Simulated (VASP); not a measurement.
## Band gap of diamond and zinc-blende semiconductors: measurement against PBE

Computed values from VASP (plane waves, PAW); cells keep the symmetry of their structure type. No spin-orbit coupling. Gaps are read over mesh and path in cells relaxed at that level.

Here x stands for PBE gap and y for measured gap.

```csv
solid,PBE gap (eV),measured gap (eV),cut-off (eV),basis of the measured value
GaAs,0.15,1.57,520,"low temperature, zero-point corrected"
CdTe,0.57,1.63,520,"unstated, zero-point corrected"
Si,0.61,1.23,520,"low temperature, zero-point corrected"
SiC,1.37,2.53,520,"low temperature, zero-point corrected"
GaP,1.58,2.43,520,"low temperature, zero-point corrected"
AlP,1.63,2.54,400,"low temperature, zero-point corrected"
ZnS,2.01,?,520,"low temperature, zero-point corrected"
```

Question: Using a straight line, estimate the missing y at x = 2.01 from the other rows, showing the fit.

Answer: With u = x - 1.0, the rows have u = -0.8500, -0.4300, -0.3900, 0.3700, 0.5800, 0.6300. Means: u -0.015000, y 1.988. About the means, the sum of products is 1.6096 and the sum of squares of u is 1.9284; the slope is their ratio. Least squares gives y = 2.001 + 0.8347·u. Residuals (row less fit): 0.278, -0.012, -0.445, 0.220, -0.055, 0.013; standard error 0.286 (degrees of freedom: 4). The slope is 0.835 with a standard error of 0.21. Before the fit, PBE less measured has mean -1.003, mean absolute 1.003 and median absolute 0.985 eV over these 6 rows. At the withheld row, u = 1.0100, so y = 2.001 + 0.8347 × 1.0100 = 2.844 eV. The measured value is 3.94 eV, 1.096 eV above the prediction (40.4 % of the range of y in the table). The row lies outside the fitted rows, so this is an extrapolation. From the scatter of the fitted rows alone, a prediction at this place has a standard error of 0.375 eV, so the miss is 2.9 times that.

Plain PBE misses this row by -1.93 eV. Spin-orbit coupling is left out, which can shift this property for GaAs, CdTe. Fit and statistics leave out the worst relative cases, where PBE closes the gap or leaves under 0.1 eV: Ge, 0.00 against 0.79 eV measured (low temperature, zero-point corrected; Anna Miglio et al., npj Computational Materials (2020), arXiv:2011.12765). The rows are a random draw of 7 from the 10 solids that have both values on this basis (zero-point corrected by the source), of 30 computed in this series. Not drawn: V to Ni and open 4f shells, rows kept for tests, unfit runs, cells that left their space group, values derived or compiled from fits, values whose temperature is given only as extrapolated, encyclopaedia, home-page and unnamed sources, sources from 2025 on, runs on another kind of cell. Optical and fundamental gaps aren't told apart in the measured column. Measured values as quoted by these papers, many of them computational: GaAs Wei Chen et al., Physical Review Materials (2018), doi:10.1103/physrevmaterials.2.073803; CdTe Anna Miglio et al., npj Computational Materials (2020), arXiv:2011.12765; Si Wei Chen et al., Physical Review Materials (2018), doi:10.1103/physrevmaterials.2.073803; SiC Wei Chen et al., Physical Review Materials (2018), doi:10.1103/physrevmaterials.2.073803; GaP Wei Chen et al., Physical Review Materials (2018), doi:10.1103/physrevmaterials.2.073803; AlP Wei Chen et al., Physical Review Materials (2018), doi:10.1103/physrevmaterials.2.073803; ZnS Wei Chen et al., Physical Review Materials (2018), doi:10.1103/physrevmaterials.2.073803.
